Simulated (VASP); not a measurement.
# TeP (Pmmn) in VASP: notebook

One crystal, TeP, is run at these levels: PBE, RPBE, B3LYP+MBD; tasks: relaxation of cell and atoms, relaxation of the atoms, single point.

All numbers are computed with VASP 6.6.1; they aren't measurements. Logs are shortened: lines on timing, memory, paths and dates and some standing lists are left out, and cuts for length are marked.

## (1) Starting point

The structure is orthorhombic, space group Pmmn (No. 59). The conventional cell has a = 3.309 Å, b = 4.291 Å, c = 7.295 Å, α = 90.00°, β = 90.00°, γ = 90.00°. Te (site symmetry mm2) is surrounded by 4 P at 2.73 to 2.90 Å. Around P (site symmetry mm2) lie 4 Te at 2.73 to 2.90 Å and 4 P at 2.80 Å.

The cell was built by a generator and needn't be a form met in nature.

## (2) Relaxation of cell and atoms, PBE

INCAR

```
PREC = Accurate
ENCUT = 600
EDIFF = 1E-6
ISMEAR = 0
SIGMA = 0.05
LREAL = F
LASPH = T
NELM = 60
ALGO = Fast
ISIF = 3
LWAVE = F
LCHARG = F
GGA = PE
IBRION = 2
NSW = 60
EDIFFG = -0.01
```

KPOINTS

```
regular mesh
0
Gamma
  8 6 4
```

POSCAR

```
TeP
1.0
    3.3085989700      0.0000000000      0.0000000000
    0.0000000000      4.2912162100      0.0000000000
    0.0000000000      0.0000000000      7.2946479100
Te P
2 2
Direct
    0.0000000000      0.0000000000      0.7213000200
    0.5000000000      0.5000000000      0.2786999800
    0.0000000000      0.5000000000      0.9527000000
    0.5000000000      0.0000000000      0.0473000000
```

Potentials or basis: VASP PAW PBE potentials, release 64 (Te, P).

Launch:

```bash
> cat potpaw_PBE.64/Te/POTCAR potpaw_PBE.64/P/POTCAR > POTCAR
> mpirun -np 1 vasp_std > vasp.out
```

OUTCAR:

```text
PREC = Accurate
   ENCUT = 600
   EDIFF = 1E-6
   ISMEAR = 0
   LREAL = F
   LASPH = T
   NELM = 60
   ISIF = 3
   GGA = PE
   IBRION = 2
   NSW = 60
   EDIFFG = -0.01

 ion  position               nearest neighbor table
   1  0.000  0.000  0.721-   3 2.73   3 2.73   4 2.90   4 2.90
   2  0.500  0.500  0.279-   4 2.73   4 2.73   3 2.90   3 2.90
   3  0.000  0.500  0.953-   1 2.73   1 2.73   4 2.80   4 2.80   4 2.80   4 2.80   2 2.90   2 2.90

   4  0.500  0.000  0.047-   2 2.73   2 2.73   3 2.80   3 2.80   3 2.80   3 2.80   1 2.90   1 2.90

  LATTYP: Found a simple orthorhombic cell.
 ALAT       =     3.3085989700
 B/A-ratio  =     1.2969889216
 C/A-ratio  =     2.2047543314

  Lattice vectors:

 A1 = (   3.3085989700,   0.0000000000,   0.0000000000)
 A2 = (   0.0000000000,   4.2912162100,   0.0000000000)
 A3 = (   0.0000000000,   0.0000000000,   7.2946479100)

Analysis of symmetry for initial positions (statically):
=====================================================================
 Subroutine PRICEL returns:
 Original cell was already a primitive cell.

 Routine SETGRP: Setting up the symmetry group for a
 simple orthorhombic supercell.

 Subroutine GETGRP returns: Found  8 space group operations
 (whereof  4 operations were pure point group operations)
 out of a pool of  8 trial point group operations.

The static configuration has the point symmetry C_2v.
 The point group associated with its full space group is D_2h.

Analysis of symmetry for dynamics (positions and initial velocities):
=====================================================================
 Subroutine PRICEL returns:
 Original cell was already a primitive cell.

 Routine SETGRP: Setting up the symmetry group for a
 simple orthorhombic supercell.

 Subroutine GETGRP returns: Found  8 space group operations
 (whereof  4 operations were pure point group operations)
 out of a pool of  8 trial point group operations.

The dynamic configuration has the point symmetry C_2v.
 The point group associated with its full space group is D_2h.

 Subroutine INISYM returns: Found  8 space group operations
 (whereof  4 operations are pure point group operations),
 and found     1 'primitive' translations

----------------------------------------------------------------------------------------

                                     Primitive cell

  volume of cell :     103.5688

[... 121 lines left out ...]
   LEPSILON=     F    determine dielectric tensor
   LRPA    =     F    only Hartree local field effects (RPA)
 conjugate gradient relaxation of ions
 non-spin polarized calculation
 RMM-DIIS sequential band-by-band and
 Gauss-broadening in eV      SIGMA  =   0.05
  energy-cutoff  :      600.00
  volume of cell :      103.57
 maximum number of plane-waves:      3482
 NGX is ok and might be reduce to    28
   NGX = 13   NGY = 17   NGZ = 29

--------------------------------------- Ionic step        1  -------------------------------------------

 number of electron      21.9999997 magnetization

 Free energy of the ion-electron system (eV)
  ---------------------------------------------------
  ext. energy  EPLUGINS =         0.00000000
  ---------------------------------------------------
  free energy    TOTEN  =       -14.18654592 eV

  energy without entropy =      -14.18267308  energy(sigma->0) =      -14.18460950

------------------------ aborting loop because EDIFF is reached ----------------------------------------

  FORCE on cell =-STRESS in cart. coord.  units (eV):
  Direction    XX          YY          ZZ          XY          YZ          ZX
  --------------------------------------------------------------------------------------
  -------------------------------------------------------------------------------------
  Total        0.6224569     -2.0643249      4.5326641      0.0000000      0.0000000      0.0000000
  in kB        9.6292183    -31.9344740     70.1189259      0.0000000      0.0000000      0.0000000
  external PRESSURE =      15.9378901 kB  Pullay stress =       0.0000000 kB
[... 63 lines left out ...]
--------------------------------------- Ionic step        3  -------------------------------------------

 number of electron      22.0000001 magnetization

 E-fermi :   4.8142     XC(G=0):  -9.0999

 val. band max:        4.8038627139   @ k =   0.1250   0.1667   0.5000
 cond. band min:       4.8331559292   @ k =   0.1250   0.0000   0.0000
 fundamental gap:      0.0292932153
 Fermi energy:         4.8142045102

 k-point     1 :       0.0000    0.0000    0.0000
  band No.  band energies     occupation
      1      -8.1776      2.00000
      2      -6.7523      2.00000
      3      -6.1645      2.00000
      4      -2.3749      2.00000
      5       1.6342      2.00000
      6       1.7102      2.00000
      7       2.3912      2.00000
      8       3.6554      2.00000
      9       4.2057      2.00000
     10       4.6977      1.99901
     11       5.0618      0.00000
     12       6.3488      0.00000
     13       6.4614      0.00000
     14       6.8217      0.00000
[... 446 lines left out ...]
  FREE ENERGIE OF THE ION-ELECTRON SYSTEM (eV)
  ---------------------------------------------------
  free  energy   TOTEN  =       -14.8153647866 eV

  energy  without entropy=      -14.8128480500  energy(sigma->0) =      -14.81410642

[... ionic steps 4 to 30 ...]

--------------------------------------- Ionic step       31  -------------------------------------------

 number of electron      21.9999999 magnetization

------------------------ aborting loop because EDIFF is reached ----------------------------------------
[... 71 lines left out ...]
--------------------------------------- Ionic step       33  -------------------------------------------

 number of electron      21.9999999 magnetization

 Free energy of the ion-electron system (eV)
  ---------------------------------------------------
  ext. energy  EPLUGINS =         0.00000000
  ---------------------------------------------------
  free energy    TOTEN  =       -15.81919659 eV

  energy without entropy =      -15.81911821  energy(sigma->0) =      -15.81915740

 E-fermi :   6.7378     XC(G=0):  -9.6522

 val. band max:        6.6460692519   @ k =   0.1250   0.5000   0.0000
 cond. band min:       6.8119134792   @ k =   0.5000   0.0000   0.5000
 fundamental gap:      0.1658442273
 Fermi energy:         6.7377985720

 k-point     1 :       0.0000    0.0000    0.0000
  band No.  band energies     occupation
      1      -7.8592      2.00000
      2      -6.5307      2.00000
      3      -4.2195      2.00000
      4      -0.4818      2.00000
      5       2.9218      2.00000
      6       2.9851      2.00000
      7       4.6990      2.00000
      8       4.8315      2.00000
      9       4.8928      2.00000
     10       6.8855      0.00003
     11       7.1394      0.00000
     12       7.2662      0.00000
     13       8.4491      0.00000
     14       8.8399      0.00000
[... 446 lines left out ...]
  FREE ENERGIE OF THE ION-ELECTRON SYSTEM (eV)
  ---------------------------------------------------
  free  energy   TOTEN  =       -15.8191965854 eV

  energy  without entropy=      -15.8191182072  energy(sigma->0) =      -15.81915740

 reached required accuracy - stopping structural energy minimisation
```

OSZICAR:

```text
N       E                     dE             d eps       ncg     rms          rms(c)
DAV:   1     0.104639619962E+03    0.10464E+03   -0.95229E+03  1800   0.136E+03
DAV:   2    -0.723544694421E+01   -0.11188E+03   -0.11019E+03  2444   0.185E+02
[... 303 lines left out ...]
       N       E                     dE             d eps       ncg     rms          rms(c)
DAV:   1    -0.158192018448E+02   -0.58330E-04   -0.64032E-03  1800   0.432E-01    0.526E-02
RMM:   2    -0.158192021420E+02   -0.29725E-06   -0.23738E-04  1800   0.101E-01    0.148E-02
RMM:   3    -0.158191977993E+02    0.43427E-05   -0.37988E-05  1803   0.421E-02    0.993E-03
RMM:   4    -0.158191965369E+02    0.12625E-05   -0.10242E-05  1800   0.207E-02    0.704E-03
RMM:   5    -0.158191965854E+02   -0.48511E-07   -0.19453E-06  1156   0.987E-03
  33 F= -.15819197E+02 E0= -.15819157E+02  d E =-.530511E-04
```

CONTCAR:

```text
TeP
   1.00000000000000
     3.3534158143357140    0.0000000000000000    0.0000000000000000
     0.0000000000000000    3.6108670772229594    0.0000000000000000
     0.0000000000000000    0.0000000000000000    8.3214158042174109
  Te              P
     2     2
Direct
     0.0000000000000000    0.0000000000000000    0.6992583452472313
     0.5000000000000000    0.5000000000000000    0.3007416547527687
     0.0000000000000000    0.5000000000000000    0.9226660413564727
     0.5000000000000000    0.0000000000000000    0.0773339586435272

  0.00000000E+00  0.00000000E+00  0.00000000E+00
  0.00000000E+00  0.00000000E+00  0.00000000E+00
  0.00000000E+00  0.00000000E+00  0.00000000E+00
  0.00000000E+00  0.00000000E+00  0.00000000E+00
```

Run time: 13 min. Hardware: 1 thread of Intel Xeon 6975P-C (Granite Rapids), shared host; peak memory 0.32 GiB.

Results:

* Free energy: -15.8192 eV
* Relaxed volume: 25.19 Å³/atom
* Relaxed cell: a = 3.353 Å, b = 3.611 Å, c = 8.321 Å, α = 90.00°, β = 90.00°, γ = 90.00°
* Space group after relaxing (to 0.05 Å): Pmmn (No. 59)
* Energy gained by relaxing: 408.2 meV/atom
* Ionic steps: 33
* Pressure after relaxing: 0.0 GPa
* Largest force after relaxing: 0.004 eV/Å
* Band gap on the k mesh: none (metal or under the smearing width)

Forces on the atoms (eV/Å):
```
Te   0.000  0.000  0.003
Te   0.000  0.000 -0.003
P    0.000  0.000  0.004
P    0.000  0.000 -0.004
```

Stress tensor (GPa, compression positive):
```
 0.04  0.00  0.00
 0.00 -0.04  0.00
 0.00  0.00 -0.03
```

Step by step:
```
step  energy change (eV)  largest force (eV/Å)  pressure (GPa)  volume (Å³)
   1              0.0000                1.5357            1.59       103.57
   2             -0.5539                0.9705           -2.83       107.31
   3             -0.6288                1.1777           -8.96       117.06
   4             -0.8936                0.7898           -7.38       112.84
   5             -0.8978                0.8054           -6.52       111.25
   6             -1.1114                0.6423           -6.20       108.84
   7             -1.3139                0.6962           -5.50       105.48
   8             -1.2774                0.5579           -2.43        98.30
   9             -1.3631                0.8227           -4.27       102.09
  10             -1.3651                0.8294           -4.58       102.97
  11             -1.4911                0.6088           -2.88        99.58
  12             -1.5692                0.3004            0.12        95.18
  13             -1.5703                0.2931            0.59        94.57
  14             -1.5771                0.3035            0.52        94.88
  15             -1.5924                0.2946            0.37        95.81
  16             -1.6070                0.2638            0.47        97.66
  17             -1.6165                0.2185            0.22        98.44
  18             -1.6282                0.1109           -0.27       100.25
  19             -1.6290                0.0785           -0.41       100.85
  20             -1.6313                0.0212           -0.06       100.37
  21             -1.6317                0.0113            0.14       100.11
  22             -1.6322                0.0226            0.00       100.22
  23             -1.6322                0.0242           -0.01       100.23
  24             -1.6323                0.0194            0.01       100.23
  25             -1.6323                0.0128            0.06       100.22
  26             -1.6323                0.0246            0.17       100.20
  27             -1.6324                0.0178            0.11       100.21
  28             -1.6324                0.0167            0.10       100.24
  29             -1.6325                0.0139            0.09       100.32
  30             -1.6325                0.0094            0.04       100.48
  31             -1.6326                0.0126           -0.06       100.79
  32             -1.6326                0.0105           -0.05       100.72
  33             -1.6327                0.0035           -0.01       100.76
```

Final structure:
```xyz
4
Lattice="3.3534 0.0000 0.0000 0.0000 3.6109 0.0000 0.0000 0.0000 8.3214" Properties=species:S:1:pos:R:3 pbc="T T T"
Te    0.0000    0.0000    5.8188
Te    1.6767    1.8054    2.5026
P     0.0000    1.8054    7.6779
P     1.6767    0.0000    0.6435
```

Levels at points of the mesh, in eV from the Fermi level:
```tsv
k point	band 7	band 8	band 9	band 10	band 11	band 12	band 13	band 14	band 15
(0.00, 0.00, 0.00)	-2.04	-1.91	-1.84	0.15	0.40	0.53	1.71	2.10	4.06
(0.50, 0.00, 0.00)	-2.52	-2.52	-2.05	-2.05	-0.52	-0.52	2.21	2.21	2.97
(0.00, 0.50, 0.00)	-2.59	-2.59	-0.15	-0.15	0.45	0.45	1.84	1.84	3.64
(0.50, 0.50, 0.00)	-4.54	-4.54	-3.63	-3.63	-2.12	-2.12	1.57	1.57	3.04
(0.00, 0.00, 0.50)	-2.36	-2.09	-1.81	0.16	0.97	1.04	1.62	2.14	3.46
(0.50, 0.00, 0.50)	-3.46	-3.46	-2.05	-2.05	0.07	0.07	2.19	2.19	2.59
(0.00, 0.50, 0.50)	-3.75	-3.75	0.45	0.45	1.58	1.58	1.82	1.82	3.02
(0.50, 0.50, 0.50)	-4.79	-4.79	-3.17	-3.17	-1.89	-1.89	0.86	0.86	1.95
```

Caveat: this functional lacks dispersion, which binds the layers, so the pressure and a relaxed spacing across them are unreliable. The run has no spin-orbit coupling, so splittings on Te are missing.

## (3) Relaxation of the atoms, RPBE

INCAR

```
PREC = Accurate
ENCUT = 520
EDIFF = 1E-6
ISMEAR = 0
SIGMA = 0.05
LREAL = False
LASPH = True
NELM = 100
ALGO = Normal
ISIF = 2
LWAVE = False
LCHARG = False
GGA = RP
IBRION = 2
NSW = 40
EDIFFG = -0.02
```

KPOINTS is that of step 2.

POSCAR is that of step 2.

Potentials or basis: VASP PAW PBE potentials, release 64 (Te, P).

Launch:

```bash
> cat potpaw_PBE.64/Te/POTCAR potpaw_PBE.64/P/POTCAR > POTCAR
> mpirun -np 1 vasp_std > vasp.out
```

It took 4.2 min on 1 thread of Intel Xeon 6975P-C (Granite Rapids), shared host; peak memory 0.27 GiB.

It converged, with:

```yaml
Free_energy: -13.6798 eV
Energy_gained_by_relaxing: 240.0 meV/atom
Ionic_steps: 13
Pressure_after_relaxing: -2.3 GPa
Largest_force_after_relaxing: 0.013 eV/Å
Band_gap_on_the_k_mesh: none (metal or under the smearing width)
```

Forces on the atoms (eV/Å):
```
Te   0.000  0.000 -0.006
Te   0.000  0.000  0.006
P    0.000  0.000 -0.013
P    0.000  0.000  0.013
```

Stress tensor (GPa, compression positive):
```
-2.48  0.00  0.00
 0.00 -6.65  0.00
 0.00  0.00  2.27
```

Step by step:
```tsv
step	energy change (eV)	largest force (eV/Å)	pressure (GPa)
1	0.0000	1.5660	2.76
2	-0.2329	1.2378	0.62
3	-0.6307	0.6048	-4.21
4	-0.6348	0.5848	-4.57
5	-0.7036	0.7488	-4.53
6	-0.8956	0.3913	-3.82
7	-0.8349	0.7933	0.39
8	-0.9520	0.1617	-2.73
9	-0.9581	0.0982	-1.98
10	-0.9596	0.0325	-2.25
11	-0.9596	0.0544	-2.16
12	-0.9599	0.0284	-2.35
13	-0.9600	0.0131	-2.29
```

Final structure:
```cif
data_structure
_symmetry_space_group_name_H-M 'P 1'
_symmetry_Int_Tables_number 1
_cell_length_a 3.3086
_cell_length_b 4.2912
_cell_length_c 7.2946
_cell_angle_alpha 90.000
_cell_angle_beta 90.000
_cell_angle_gamma 90.000
_cell_volume 103.57
loop_
_atom_site_label
_atom_site_type_symbol
_atom_site_fract_x
_atom_site_fract_y
_atom_site_fract_z
_atom_site_occupancy
Te1 Te 0.00000 0.00000 0.67295 1
Te2 Te 0.50000 0.50000 0.32705 1
P1 P 0.00000 0.50000 0.88809 1
P2 P 0.50000 0.00000 0.11191 1
```

Levels at points of the mesh, in eV from the Fermi level:
```
           k point  band 8  band 9  band 10  band 11  band 12  band 13  band 14  band 15
(0.00, 0.00, 0.00)   -1.83   -1.79    -0.36    -0.33     1.19     1.58     2.50     3.83
(0.50, 0.00, 0.00)   -3.22   -2.07    -2.07    -0.51    -0.51     1.07     1.07     2.07
(0.00, 0.50, 0.00)   -1.42    0.95     0.95     1.21     1.21     2.07     2.07     3.78
(0.50, 0.50, 0.00)   -3.94   -3.12    -3.12    -2.29    -2.29     3.18     3.18     3.62
(0.00, 0.00, 0.50)   -2.15   -0.12     0.36     0.57     0.98     1.17     2.06     3.40
(0.50, 0.00, 0.50)   -3.21   -2.31    -2.31    -0.73    -0.73     0.83     0.83     1.89
(0.00, 0.50, 0.50)   -3.71    1.31     1.31     1.92     1.92     2.77     2.77     3.36
(0.50, 0.50, 0.50)   -4.24   -2.17    -2.17    -1.56    -1.56     1.76     1.76     2.33
```

Caveat: the PAW data sets were made with another functional, which shifts forces and pressure a little; this functional lacks dispersion, which binds the layers, so the pressure and a relaxed spacing across them are unreliable. Spin-orbit coupling is left out, which matters for the levels of Te.

(Continued in part 2 of 2.)
